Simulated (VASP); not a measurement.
Computed with r2SCAN meta-GGA, VASP's PBE PAW potentials (set 64) (plane waves; VASP).

VASP input:

**INCAR**
```
SYSTEM = W
PREC = Accurate
ENCUT = 400
EDIFF = 1E-6
NELM = 100
ALGO = Normal
LREAL = .FALSE.
LASPH = .TRUE.
ISMEAR = 1
SIGMA = 0.1
METAGGA = R2SCAN
LMIXTAU = .TRUE.
LMAXMIX = 6
LWAVE = .FALSE.
LCHARG = .FALSE.
IBRION = 2
ISIF = 3
NSW = 60
EDIFFG = -0.01
```

### POSCAR
```
W
1
   -2.4761040000     2.4761040000     1.3509920000
    2.4761040000    -2.4761040000     1.3509920000
    2.4761040000     2.4761040000    -1.3509920000
W
2
Direct
  0.7500000000   0.2500000000   0.5000000000
  0.0000000000   0.0000000000   0.0000000000
```

File KPOINTS:
```
Automatic mesh
0
Gamma
14 14 14
0 0 0
```

POTCAR, in this order: W_sv (PBE.64 set). Program: vasp_std.

Output of the run:

### OSZICAR
```
...
DAV:  11    -0.997841109494E+02    0.24471E-05   -0.11148E-05 11058   0.318E-02    0.151E-02
DAV:  12    -0.997841220459E+02   -0.11097E-04   -0.13109E-05  9410   0.270E-02    0.997E-03
DAV:  13    -0.997841309087E+02   -0.88628E-05   -0.20153E-06  7060   0.134E-02    0.744E-03
DAV:  14    -0.997841489076E+02   -0.17999E-04   -0.25629E-06  7240   0.160E-02    0.261E-03
DAV:  15    -0.997841472056E+02    0.17019E-05   -0.10084E-06  4610   0.910E-03    0.246E-04
DAV:  16    -0.997841479840E+02   -0.77838E-06   -0.15916E-07  4548   0.355E-03
   2 F= -.99784148E+02 E0= -.99783964E+02  d E =0.404683E+00
       N       E                     dE             d eps       ncg     rms          rms(c)
DAV:   1    -0.105347035520E+03   -0.55629E+01   -0.13304E+02  8822   0.139E+02    0.284E+01
DAV:   2    -0.101034966235E+03    0.43121E+01   -0.90303E+00  8868   0.330E+01    0.613E+00
DAV:   3    -0.100266535597E+03    0.76843E+00   -0.26206E+00 10038   0.165E+01    0.564E+00
DAV:   4    -0.100114968212E+03    0.15157E+00   -0.28284E-01 10086   0.520E+00    0.101E+00
DAV:   5    -0.100213290007E+03   -0.98322E-01   -0.15702E-01  9032   0.409E+00    0.427E-01
DAV:   6    -0.100268116157E+03   -0.54826E-01   -0.36666E-02  8932   0.172E+00    0.421E-02
DAV:   7    -0.100269238191E+03   -0.11220E-02   -0.76627E-04 10852   0.254E-01    0.262E-02
DAV:   8    -0.100268977071E+03    0.26112E-03   -0.17157E-04  9312   0.144E-01    0.515E-02
DAV:   9    -0.100269289981E+03   -0.31291E-03   -0.15039E-04  9232   0.135E-01    0.137E-02
DAV:  10    -0.100269268681E+03    0.21300E-04   -0.11460E-05  9368   0.369E-02    0.263E-03
DAV:  11    -0.100269282547E+03   -0.13866E-04   -0.14467E-06  6664   0.134E-02    0.191E-03
DAV:  12    -0.100269276048E+03    0.64994E-05   -0.37004E-07  4582   0.647E-03    0.665E-04
DAV:  13    -0.100269278932E+03   -0.28845E-05   -0.77857E-08  4508   0.267E-03    0.207E-04
DAV:  14    -0.100269277854E+03    0.10781E-05   -0.96942E-09  4482   0.971E-04    0.835E-05
DAV:  15    -0.100269278011E+03   -0.15740E-06   -0.30684E-09  4452   0.625E-04
   3 F= -.10026928E+03 E0= -.10026896E+03  d E =-.804468E-01
       N       E                     dE             d eps       ncg     rms          rms(c)
DAV:   1    -0.100271633684E+03   -0.23558E-02   -0.58844E-02  8844   0.311E+00    0.537E-01
DAV:   2    -0.100269818871E+03    0.18148E-02   -0.38245E-03  8844   0.650E-01    0.134E-01
DAV:   3    -0.100269514646E+03    0.30423E-03   -0.12520E-03 10116   0.357E-01    0.990E-02
DAV:   4    -0.100269378760E+03    0.13589E-03   -0.16327E-04  9516   0.127E-01    0.102E-02
DAV:   5    -0.100269525817E+03   -0.14706E-03   -0.10964E-04  8902   0.111E-01    0.930E-03
DAV:   6    -0.100269533538E+03   -0.77215E-05   -0.91713E-06  9254   0.318E-02    0.268E-03
DAV:   7    -0.100269537065E+03   -0.35270E-05   -0.70480E-07  5206   0.853E-03    0.743E-04
DAV:   8    -0.100269535252E+03    0.18129E-05   -0.12175E-07  4462   0.359E-03    0.299E-04
DAV:   9    -0.100269535936E+03   -0.68364E-06   -0.20557E-08  4428   0.164E-03
   4 F= -.10026954E+03 E0= -.10026921E+03  d E =-.807047E-01
       N       E                     dE             d eps       ncg     rms          rms(c)
DAV:   1    -0.100431451658E+03   -0.16192E+00   -0.52542E+00  8786   0.241E+01    0.220E+00
DAV:   2    -0.100304927597E+03    0.12652E+00   -0.21761E-01  9590   0.445E+00    0.106E+00
DAV:   3    -0.100276487653E+03    0.28440E-01   -0.97918E-02 10738   0.306E+00    0.300E-01
DAV:   4    -0.100278451548E+03   -0.19639E-02   -0.64494E-03  9566   0.943E-01    0.123E-01
DAV:   5    -0.100278928114E+03   -0.47657E-03   -0.14610E-03  9100   0.392E-01    0.557E-02
DAV:   6    -0.100278800113E+03    0.12800E-03   -0.25388E-04  9412   0.172E-01    0.146E-02
DAV:   7    -0.100278840530E+03   -0.40417E-04   -0.56458E-05 10084   0.681E-02    0.699E-03
DAV:   8    -0.100278858560E+03   -0.18030E-04   -0.81322E-06  7682   0.340E-02    0.206E-03
DAV:   9    -0.100278856637E+03    0.19234E-05   -0.77905E-07  4886   0.805E-03    0.684E-04
DAV:  10    -0.100278859118E+03   -0.24809E-05   -0.23501E-07  4600   0.598E-03    0.324E-04
DAV:  11    -0.100278857534E+03    0.15841E-05   -0.10155E-07  4530   0.362E-03    0.137E-04
DAV:  12    -0.100278858149E+03   -0.61492E-06   -0.13394E-08  4496   0.118E-03
   5 F= -.10027886E+03 E0= -.10027865E+03  d E =-.932221E-02
       N       E                     dE             d eps       ncg     rms          rms(c)
DAV:   1    -0.100281666680E+03   -0.28091E-02   -0.88167E-02  8786   0.314E+00    0.287E-01
DAV:   2    -0.100279565226E+03    0.21015E-02   -0.35490E-03  9606   0.590E-01    0.138E-01
DAV:   3    -0.100279033902E+03    0.53132E-03   -0.17265E-03 10698   0.413E-01    0.409E-02
DAV:   4    -0.100279070875E+03   -0.36973E-04   -0.11400E-04  9544   0.129E-01    0.174E-02
DAV:   5    -0.100279082488E+03   -0.11613E-04   -0.24260E-05  9094   0.504E-02    0.756E-03
DAV:   6    -0.100279077020E+03    0.54679E-05   -0.48102E-06  7330   0.236E-02    0.193E-03
DAV:   7    -0.100279078627E+03   -0.16071E-05   -0.10010E-06  4922   0.104E-02    0.900E-04
DAV:   8    -0.100279078048E+03    0.57946E-06   -0.26066E-07  4496   0.618E-03
   6 F= -.10027908E+03 E0= -.10027885E+03  d E =-.954211E-02
       N       E                     dE             d eps       ncg     rms          rms(c)
DAV:   1    -0.100279121970E+03   -0.43343E-04   -0.16289E-03  8790   0.426E-01    0.389E-02
DAV:   2    -0.100279082793E+03    0.39177E-04   -0.66302E-05  9590   0.805E-02    0.189E-02
DAV:   3    -0.100279072694E+03    0.10099E-04   -0.32490E-05 10668   0.561E-02    0.558E-03
DAV:   4    -0.100279074333E+03   -0.16388E-05   -0.19987E-06  6288   0.175E-02    0.229E-03
DAV:   5    -0.100279073997E+03    0.33572E-06   -0.52324E-07  4502   0.742E-03
   7 F= -.10027907E+03 E0= -.10027885E+03  d E =-.953806E-02
       N       E                     dE             d eps       ncg     rms          rms(c)
DAV:   1    -0.100280796153E+03   -0.17218E-02   -0.50205E-02  8848   0.286E+00    0.483E-01
DAV:   2    -0.100279270470E+03    0.15257E-02   -0.32462E-03  8866   0.602E-01    0.123E-01
DAV:   3    -0.100278992156E+03    0.27831E-03   -0.10728E-03 10358   0.330E-01    0.905E-02
DAV:   4    -0.100278884950E+03    0.10721E-03   -0.15268E-04  9434   0.122E-01    0.108E-02
DAV:   5    -0.100278987716E+03   -0.10277E-03   -0.94115E-05  8904   0.102E-01    0.812E-03
DAV:   6    -0.100279003380E+03   -0.15664E-04   -0.65628E-06  8476   0.268E-02    0.299E-03
DAV:   7    -0.100279000529E+03    0.28512E-05   -0.66183E-07  4838   0.875E-03    0.554E-04
DAV:   8    -0.100279002726E+03   -0.21966E-05   -0.11770E-07  4430   0.397E-03    0.228E-04
DAV:   9    -0.100279002209E+03    0.51639E-06   -0.21191E-08  4420   0.174E-03
   8 F= -.10027900E+03 E0= -.10027878E+03  d E =0.717877E-04
       N       E                     dE             d eps       ncg     rms          rms(c)
DAV:   1    -0.100279944424E+03   -0.94170E-03   -0.24026E-02  8832   0.198E+00    0.336E-01
DAV:   2    -0.100279203906E+03    0.74052E-03   -0.15512E-03  8852   0.417E-01    0.850E-02
DAV:   3    -0.100279081821E+03    0.12208E-03   -0.51150E-04 10354   0.228E-01    0.631E-02
DAV:   4    -0.100279022351E+03    0.59471E-04   -0.70187E-05  9406   0.828E-02    0.716E-03
DAV:   5    -0.100279089870E+03   -0.67520E-04   -0.43143E-05  8910   0.693E-02    0.565E-03
DAV:   6    -0.100279089135E+03    0.73530E-06   -0.31559E-06  7322   0.187E-02
   9 F= -.10027909E+03 E0= -.10027887E+03  d E =-.151382E-04
       N       E                     dE             d eps       ncg     rms          rms(c)
DAV:   1    -0.100279093752E+03   -0.38813E-05   -0.60628E-05  9142   0.990E-02    0.175E-02
DAV:   2    -0.100279090204E+03    0.35474E-05   -0.43475E-06  7686   0.225E-02    0.464E-03
DAV:   3    -0.100279091063E+03   -0.85854E-06   -0.13288E-06  4434   0.125E-02
  10 F= -.10027909E+03 E0= -.10027887E+03  d E =-.170660E-04
```

**OUTCAR**
```
------------------------ aborting loop because EDIFF is reached ----------------------------------------
  FORCE on cell =-STRESS in cart. coord.  units (eV):
  Direction    XX          YY          ZZ          XY          YZ          ZX
  --------------------------------------------------------------------------------------
  Total       -0.0050268     -0.0050268      0.0169685      0.0000000      0.0000000      0.0000000
  in kB       -0.2313130     -0.2313130      0.7808204      0.0000000      0.0000000      0.0000000
  external PRESSURE =       0.1060648 kB  Pullay stress =       0.0000000 kB
  volume of cell :       34.82
      direct lattice vectors                 reciprocal lattice vectors
    -2.548376424  2.548376424  1.340339579     0.000000000  0.196203353  0.373039794
     2.548376424 -2.548376424  1.340339579     0.196203353  0.000000000  0.373039794
     2.548376424  2.548376424 -1.340339579     0.196203353  0.196203353  0.000000000
 POSITION                                       TOTAL-FORCE (eV/Angst)
 -----------------------------------------------------------------------------------
      0.00000      2.54838      0.67017        -0.000000     -0.000000      0.000000
      0.00000      5.09675      0.00000         0.000000      0.000000     -0.000000
 -----------------------------------------------------------------------------------
    total drift:                               -0.000000     -0.000000      0.000000
  FREE ENERGIE OF THE ION-ELECTRON SYSTEM (eV)
  ---------------------------------------------------
  free  energy   TOTEN  =      -100.2790910628 eV

  energy  without entropy=     -100.2784214105  energy(sigma->0) =     -100.27886785

 reached required accuracy - stopping structural energy minimisation
```
(Selected blocks of OUTCAR.)

### CONTCAR
```
W
   1.00000000000000
    -2.5483764240984277    2.5483764240984277    1.3403395789813843
     2.5483764240984277   -2.5483764240984277    1.3403395789813843
     2.5483764240984277    2.5483764240984277   -1.3403395789813843
  W
     2
Direct
     0.7500000000000000    0.2500000000000000    0.5000000000000000
     1.0000000000000000    0.0000000000000000    1.0000000000000000
```

Energy and stress use the plane-wave basis of the starting cell.

The structure was generated: W was put into the beta-Sn type (I4_1/amd), which need not be its known phase. This run relaxes it. Symmetry was kept, so distortions that lower it aren't found.
